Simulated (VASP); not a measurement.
Here is the system:

```
CELL_PARAMETERS angstrom
      0.00000     2.24130     2.24130
      2.24130     0.00000     2.24130
      2.24130     2.24130     0.00000
ATOMIC_POSITIONS crystal
  Nb 0.00000 0.00000 0.00000
  C  0.50000 0.50000 0.50000
```

Method: PBE GGA, VASP's PBE PAW potentials (set 64) (plane waves; VASP). Numerical set-up: PREC = Normal, EDIFF = 1E-5, 450 eV cut-off, 16×16×16 Γ-centred mesh, first-order Methfessel-Paxton smearing of 0.10 eV, potentials Nb_sv C.

Q: Estimate the energy per atom (σ→0), band gap (on the k-mesh) with the smallest direct gap where there is one.

A: 
```
Item                                                         Value
------------------------  ----------------------------------------
band gap (on the k-mesh)  none (metal, semimetal or under 0.01 eV)
energy per atom (σ→0)                       -991.3 kJ/mol of atoms
```

Total energies compare only between runs with the same potentials, cut-off and functional.

The compound is NbC in the rock salt structure. It was relaxed first. The electron count is odd and the run is not spin-polarised, which forces a metal.
